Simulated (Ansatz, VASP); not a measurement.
# Cross-check of Nb3Sn between VASP and Ansatz, part 2 of 2

One calculation is typed for both programs; each brings its own data sets and cutoff. How far apart do they land?

VASP 6.6.1 and Ansatz 0.2.0.

So far: The starting structure; Ansatz: relaxation of cell and atoms, PBE.

### Step 3. VASP: relaxation of cell and atoms, PBE

Level of this step: PBE; plane waves and PAW (Nb_sv, Sn_d) (VASP).

The same cell, functional, mesh and smearing now go to VASP, with its own data sets and cutoff.

Lines of VASP's logs that name or quote its potential files are left out, and so is its time.

INCAR reads:

```
SYSTEM = Nb3Sn
PREC = Accurate
ENCUT = 520
EDIFF = 1E-06
NELM = 100
ISMEAR = -1
SIGMA = 0.05
LREAL = .FALSE.
ALGO = Normal
GGA = PE
NBANDS = 65
LASPH = .TRUE.
LORBIT = 11
LWAVE = .FALSE.
LCHARG = .FALSE.
KPAR = 8
IBRION = 2
NSW = 60
ISIF = 3
EDIFFG = -0.01
```

POSCAR reads:

```
Nb3Sn
1.0
    5.2821000000      0.0000000000      0.0000000000
    0.0000000000      5.2821000000      0.0000000000
    0.0000000000      0.0000000000      5.2821000000
Nb Sn
6 2
Direct
    0.2500000000      0.0000000000      0.5000000000
    0.5000000000      0.7500000000      0.0000000000
    0.7500000000      0.0000000000      0.5000000000
    0.5000000000      0.2500000000      0.0000000000
    0.0000000000      0.5000000000      0.7500000000
    0.0000000000      0.5000000000      0.2500000000
    0.0000000000      0.0000000000      0.0000000000
    0.5000000000      0.5000000000      0.5000000000
```

KPOINTS reads:

```
Automatic mesh
0
Gamma
4 4 4
0 0 0
```

PAW data sets: Nb_sv and Sn_d (PBE family, release 64).

Started as:

```sh
mpirun -np 8 vasp_std
```

Numbers of over 12 decimals in the logs are rounded to 6 here.

The program printed:

```text
[banner, memory and clock lines left out]
running    8 mpi-ranks, on    1 nodes
 distrk:  each k-point on    1 cores,    8 groups
 distr:  one band on    1 cores,    1 groups

 POSCAR found type information on POSCAR NbSn
 POSCAR found :  2 types and       8 ions
|                                                                             |
|           W    W    AA    RRRRR   N    N  II  N    N   GGGG   !!!           |
|           W    W   A  A   R    R  NN   N  II  NN   N  G    G  !!!           |
|           W    W  A    A  R    R  N N  N  II  N N  N  G       !!!           |
|           W WW W  AAAAAA  RRRRR   N  N N  II  N  N N  G  GGG   !            |
|           WW  WW  A    A  R   R   N   NN  II  N   NN  G    G                |
|           W    W  A    A  R    R  N    N  II  N    N   GGGG   !!!           |
|                                                                             |
|     For optimal performance we recommend to set                             |
|       NCORE = 2 up to number-of-cores-per-socket                            |
|     NCORE specifies how many cores store one orbital (NPAR=cpu/NCORE).      |
|     This setting can greatly improve the performance of VASP for DFT.       |
|     The default, NCORE=1 might be grossly inefficient on modern             |
|     multi-core architectures or massively parallel machines. Do your        |
|     Unfortunately you need to use the default for GW and RPA                |
|     calculations (for HF NCORE is supported but not extensively tested      |
|     yet).                                                                   |
|                                                                             |

 LDA part: xc-table for (Slater+PW92), standard interpolation
 POSCAR, INCAR and KPOINTS ok, starting setup
 FFT: planning ... GRIDC
 FFT: planning ... GRID_SOFT
 FFT: planning ... GRID
 WAVECAR not read
 entering main loop
       N       E                     dE             d eps       ncg     rms          rms(c)
DAV:   1     0.181763193611E+04    0.18176E+04   -0.51123E+04  1380   0.220E+03
DAV:   2     0.223447393240E+03   -0.15942E+04   -0.15553E+04  1300   0.826E+02
DAV:   3    -0.390516577302E+02   -0.26250E+03   -0.25129E+03  1743   0.278E+02
DAV:   4    -0.708326646244E+02   -0.31781E+02   -0.30968E+02  2024   0.855E+01
DAV:   5    -0.732450558220E+02   -0.24124E+01   -0.23979E+01  2328   0.213E+01    0.178E+01
DAV:   6    -0.706239896776E+02    0.26211E+01   -0.92837E+00  2000   0.150E+01    0.591E+00
DAV:   7    -0.703952642763E+02    0.22873E+00   -0.17446E+00  2040   0.664E+00    0.261E+00
DAV:   8    -0.704027123075E+02   -0.74480E-02   -0.24331E-01  2167   0.263E+00    0.550E-01
DAV:   9    -0.704037036276E+02   -0.99132E-03   -0.36896E-02  2064   0.104E+00    0.365E-01
DAV:  10    -0.704042610328E+02   -0.55741E-03   -0.52118E-03  2111   0.346E-01    0.596E-02
DAV:  11    -0.704041982575E+02    0.62775E-04   -0.51170E-04  1808   0.126E-01    0.226E-02
DAV:  12    -0.704041849636E+02    0.13294E-04   -0.57934E-05  2047   0.410E-02    0.555E-03
DAV:  13    -0.704041851703E+02   -0.20676E-06   -0.52874E-06  1464   0.131E-02
   1 F= -.70404185E+02 E0= -.70354610E+02  d E =-.704042E+02
 curvature:   0.00 expect dE= 0.000E+00 dE for cont linesearch  0.000E+00
 trial: gam= 0.00000 g(F)=  0.431E-48 g(S)=  0.138E+00 ort = 0.000E+00 (trialstep = 0.100E+01)
 search vector abs. value=  0.138E+00
 bond charge predicted
       N       E                     dE             d eps       ncg     rms          rms(c)
DAV:   1    -0.723912683961E+02   -0.19871E+01   -0.75836E+01  1356   0.713E+01    0.898E+00
DAV:   2    -0.709442027334E+02    0.14471E+01   -0.78942E+00  1661   0.205E+01    0.542E+00
DAV:   3    -0.703598776285E+02    0.58433E+00   -0.46481E+00  1945   0.120E+01    0.279E+00
DAV:   4    -0.703282177209E+02    0.31660E-01   -0.53139E-01  1829   0.331E+00    0.103E+00
DAV:   5    -0.703463083285E+02   -0.18091E-01   -0.45646E-02  2036   0.106E+00    0.899E-01
DAV:   6    -0.703508440564E+02   -0.45357E-02   -0.12860E-02  1927   0.455E-01    0.554E-01
DAV:   7    -0.703536587382E+02   -0.28147E-02   -0.15878E-02  1972   0.482E-01    0.777E-02
DAV:   8    -0.703538699711E+02   -0.21123E-03   -0.16257E-03  1919   0.186E-01    0.653E-02
DAV:   9    -0.703538603365E+02    0.96346E-05   -0.11309E-04  2054   0.541E-02    0.138E-02
DAV:  10    -0.703538588114E+02    0.15251E-05   -0.18503E-05  1806   0.188E-02    0.825E-03
DAV:  11    -0.703538599372E+02   -0.11258E-05   -0.13969E-06  1088   0.727E-03    0.496E-03
DAV:  12    -0.703538604448E+02   -0.50758E-06   -0.49192E-07   944   0.450E-03
   2 F= -.70353860E+02 E0= -.70300783E+02  d E =0.503247E-01
 trial-energy change:    0.050325  1 .order    0.047233   -0.137993    0.232459
 step:   0.3609(harm=  0.3725)  dis= 0.00000  next Energy=   -70.428944 (dE=-0.248E-01)
 bond charge predicted
       N       E                     dE             d eps       ncg     rms          rms(c)
DAV:   1    -0.713052717281E+02   -0.95141E+00   -0.30780E+01  1348   0.438E+01    0.622E+00
DAV:   2    -0.706498304931E+02    0.65544E+00   -0.30955E+00  1588   0.134E+01    0.335E+00
DAV:   3    -0.704280498841E+02    0.22178E+00   -0.18094E+00  1918   0.761E+00    0.202E+00
DAV:   4    -0.704170930803E+02    0.10957E-01   -0.20700E-01  1753   0.219E+00    0.792E-01
DAV:   5    -0.704244859408E+02   -0.73929E-02   -0.21414E-02  2127   0.661E-01    0.608E-01
DAV:   6    -0.704272364615E+02   -0.27505E-02   -0.60711E-03  1990   0.303E-01    0.296E-01
DAV:   7    -0.704284987032E+02   -0.12622E-02   -0.42224E-03  2071   0.221E-01    0.327E-02
DAV:   8    -0.704284867217E+02    0.11981E-04   -0.34061E-04  2007   0.817E-02    0.372E-02
DAV:   9    -0.704284965225E+02   -0.98009E-05   -0.32195E-05  2024   0.312E-02    0.842E-03
DAV:  10    -0.704284966273E+02   -0.10479E-06   -0.62492E-06  1423   0.112E-02
   3 F= -.70428497E+02 E0= -.70377484E+02  d E =-.243115E-01
 curvature:  -0.19 expect dE=-0.797E-06 dE for cont linesearch -0.797E-06
 trial: gam= 0.00000 g(F)=  0.329E-51 g(S)=  0.428E-05 ort =-0.769E-03 (trialstep = 0.872E+00)
 search vector abs. value=  0.428E-05
 reached required accuracy - stopping structural energy minimisation
```

OUTCAR, selected parts (step 3):

```text
ion  position               nearest neighbor table
   1  0.250  0.000  0.500-   3 2.64   3 2.64   8 2.95   7 2.95   8 2.95   7 2.95
   2  0.500  0.750  0.000-   4 2.64   4 2.64   8 2.95   8 2.95   7 2.95   7 2.95
   3  0.750  0.000  0.500-   1 2.64   1 2.64   8 2.95   7 2.95   8 2.95   7 2.95
   4  0.500  0.250  0.000-   2 2.64   2 2.64   8 2.95   8 2.95   7 2.95   7 2.95
   5  0.000  0.500  0.750-   6 2.64   6 2.64   8 2.95   7 2.95   7 2.95   8 2.95
   6  0.000  0.500  0.250-   5 2.64   5 2.64   8 2.95   7 2.95   7 2.95   8 2.95
   7  0.000  0.000  0.000-   1 2.95   2 2.95   3 2.95   4 2.95   5 2.95   6 2.95   1 2.95   3 2.95
                             5 2.95   6 2.95   2 2.95   4 2.95
   8  0.500  0.500  0.500-   1 2.95   2 2.95   3 2.95   4 2.95   5 2.95   6 2.95   2 2.95   4 2.95
                             1 2.95   3 2.95   5 2.95   6 2.95

  LATTYP: Found a simple cubic cell.
 ALAT       =     5.2821000000

 Subroutine GETGRP returns: Found 48 space group operations
 (whereof 24 operations were pure point group operations)

The static configuration has the point symmetry T_h .
 The point group associated with its full space group is O_h .

 Found     10 irreducible k-points:

   k-points           NKPTS =     10   k-points in BZ     NKDIM =     10   number of bands    NBANDS=     65

   dimension x,y,z NGX =    40 NGY =   40 NGZ =   40
   dimension x,y,z NGXF=    80 NGYF=   80 NGZF=   80

   ENCUT  =  520.0 eV  38.22 Ry    6.18 a.u.   9.82  9.82  9.82*2*pi/ulx,y,z

   NELECT =     106.0000    total number of electrons

 k-points in reciprocal lattice and weights: Automatic mesh
   0.00000000  0.00000000  0.00000000       0.016
   0.25000000  0.00000000  0.00000000       0.094
   0.50000000  0.00000000  0.00000000       0.047
   0.25000000  0.25000000  0.00000000       0.188
   0.50000000  0.25000000  0.00000000       0.188
   0.50000000  0.50000000  0.00000000       0.047
   0.25000000  0.25000000  0.25000000       0.125
   0.50000000  0.25000000  0.25000000       0.188
   0.50000000  0.50000000  0.25000000       0.094
   0.50000000  0.50000000  0.50000000       0.016

 average (electrostatic) potential at core
       1 -77.0819       2 -77.0819       3 -77.0819       4 -77.0819       5 -77.0819
       6 -77.0819       7 -95.1651       8 -95.1651

 E-fermi :  11.2294

 k-point     1 :       0.0000    0.0000    0.0000
  band No.  band energies     occupation
    ...
     50      10.6685      1.99997
     51      10.6685      1.99997
     52      10.6685      1.99997
     53      11.1345      1.73940
     54      11.1345      1.73940
     55      13.5384      0.00000
     56      13.5384      0.00000
     57      13.5384      0.00000
     58      13.5689      0.00000
     59      14.5941      0.00000
    ...

 k-point     2 :       0.2500    0.0000    0.0000
  band No.  band energies     occupation
    ...
     50      10.6207      1.99999
     51      10.6902      1.99996
     52      10.6902      1.99996
     53      11.2016      1.27110
     54      11.2069      1.22145
     55      12.8615      0.00000
     56      13.3651      0.00000
     57      13.3651      0.00000
     58      14.0748      0.00000
     59      14.0750      0.00000
    ...

 k-point     3 :       0.5000    0.0000    0.0000
  band No.  band energies     occupation
    ...
     50      10.2192      2.00000
     51      10.3856      2.00000
     52      10.3856      2.00000
     53      10.8097      1.99955
     54      10.8097      1.99955
     55      12.6681      0.00000
     56      12.6681      0.00000
     57      13.3481      0.00000
     58      13.3481      0.00000
     59      13.8542      0.00000
    ...

  Total       -0.0153812     -0.0153812     -0.0153812     -0.0000000     -0.0000000      0.0000000
  in kB       -0.1642373     -0.1642373     -0.1642373     -0.0000000     -0.0000000      0.0000000
  external PRESSURE =      -0.1642373 kB  Pullay stress =       0.0000000 kB

  energy-cutoff  :      520.00
  volume of cell :      150.05
      direct lattice vectors                 reciprocal lattice vectors
     5.313853436  0.000000000 -0.000000000     0.188187351 -0.000000000  0.000000000
     0.000000000  5.313853436 -0.000000000    -0.000000000  0.188187351  0.000000000
    -0.000000000 -0.000000000  5.313853436     0.000000000  0.000000000  0.188187351

 POSITION                                       TOTAL-FORCE (eV/Angst)
 -----------------------------------------------------------------------------------
      1.32846     -0.00000      2.65693        -0.000000      0.000000      0.000000
      2.65693      3.98539     -0.00000         0.000000      0.000000      0.000000
      3.98539      0.00000      2.65693         0.000000     -0.000000     -0.000000
      2.65693      1.32846     -0.00000        -0.000000     -0.000000     -0.000000
     -0.00000      2.65693      3.98539         0.000000      0.000000     -0.000000
      0.00000      2.65693      1.32846        -0.000000      0.000000      0.000000
      0.00000      0.00000     -0.00000         0.000000     -0.000000      0.000000
      2.65693      2.65693      2.65693         0.000000     -0.000000      0.000000
 -----------------------------------------------------------------------------------
    total drift:                                0.000000     -0.000000      0.000000

  FREE ENERGIE OF THE ION-ELECTRON SYSTEM (eV)
  ---------------------------------------------------
  free  energy   TOTEN  =       -70.4284966273 eV

  energy  without entropy=      -70.3264723711  energy(sigma->0) =      -70.37748450

 reached required accuracy - stopping structural energy minimisation

 total charge
# of ion       s       p       d       tot
------------------------------------------
    1        2.183   5.997   2.499  10.680
    2        2.183   5.997   2.499  10.680
    3        2.183   5.997   2.499  10.680
    4        2.183   5.997   2.499  10.680
    5        2.183   5.997   2.499  10.680
    6        2.183   5.997   2.499  10.680
    7        1.085   1.429  10.052  12.566
    8        1.085   1.429  10.052  12.566
--------------------------------------------------
tot         15.267  38.843  35.101  89.211

[... 3 further parts left out ...]
```

CONTCAR:

```
Nb3Sn
   1.00000000000000
     5.3138534357388076    0.0000000000000000   -0.0000000000000000
     0.0000000000000000    5.3138534357388076   -0.0000000000000000
    -0.0000000000000000   -0.0000000000000000    5.3138534357388076
  Nb              Sn
     6     2
Direct
     0.2500000000000000    0.0000000000000000    0.5000000000000000
     0.5000000000000000    0.7500000000000000    0.0000000000000000
     0.7500000000000000    0.0000000000000000    0.5000000000000000
     0.5000000000000000    0.2500000000000000    0.0000000000000000
     0.0000000000000000    0.5000000000000000    0.7500000000000000
     0.0000000000000000    0.5000000000000000    0.2500000000000000
     0.0000000000000000    0.0000000000000000    0.0000000000000000
     0.5000000000000000    0.5000000000000000    0.5000000000000000
```

### Step 4. Side by side

Known differences besides the potentials themselves: both relaxations stop at a tolerance, which leaves soft axes loose, and VASP keeps its plane-wave basis; the cutoff is 420 eV in Ansatz and 520 eV in VASP; Ansatz adds a Pulay correction to the stress that steers its cell, VASP none. Total energies have different zeros and are not compared.

Compared:

```tsv
quantity	Ansatz	VASP	difference
volume (Å³)	150.24	150.05	+0.13 %
edge a after relaxation, in the typed setting (Å)	5.316	5.314	+0.04 %
```

The walks stopped with -0.01 GPa left in Ansatz and -0.02 GPa in VASP; each walk ends within a tolerance, so the volume difference is uncertain by about these residues over the bulk modulus, most in soft cells.

### Step 5. What came out

```yaml
difference_in_volume_relaxation_of_cell_and_atoms_pbe: 0.13 %
```

What this shows: The difference in volume is 0.13 % (relaxation of cell and atoms, PBE), within the 1.2 % picked in this series as the mark of a large difference, as far as the stopping tolerances let one tell. How closely two codes agree says nothing of how well the functional describes the real material.

[Lines on the potential files, build, host, timing and source positions are cut from VASP's logs without a mark.]

[Logs are printed without paths, hosts, clocks, repeated set-up lines and the standing remarks that a program may print on its own settings, such as how far it seeks lower states.]

[Hosts, paths, dates, database ids (printed as entryN), source tags and the programs' standing remarks are cut or masked in the printed files.]
